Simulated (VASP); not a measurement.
## TiSi$_{2}$ (space group Fddd): computed properties

These are r2SCAN meta-GGA, VASP's PBE PAW potentials (set 64) (plane waves; VASP 6.6.1) values and carry that method's errors.

- space group: Fddd (70)
- cell: a = 4.7800 Å, b = 8.2421 Å, c = 8.5162 Å, α = 90.00°, β = 90.00°, γ = 90.00°
- volume per atom: 13.98 Å³/atom
- band gap (over mesh and band path): none (metal, semimetal or under 0.01 eV)
- density: 4.12 g/cm³

```yaml
crystal:
  lattice:
    - [0.00000, 4.12107, 4.25812]
    - [2.39001, 0.00000, 4.25812]
    - [2.39001, 4.12107, 0.00000]
  atoms:
    - { symbol: Ti, position: [0.50000, 0.50000, 0.50000] }
    - { symbol: Ti, position: [0.75000, 0.75000, 0.75000] }
    - { symbol: Si, position: [0.83722, 0.16278, 0.83722] }
    - { symbol: Si, position: [0.16278, 0.83722, 0.16278] }
    - { symbol: Si, position: [0.41278, 0.08722, 0.41278] }
    - { symbol: Si, position: [0.08722, 0.41278, 0.08722] }
```

The structure comes from a computed database's TiSi2 entry (Fddd); how it stands against other phases isn't given here. It was relaxed first. Symmetry was kept, so distortions that lower it aren't found.
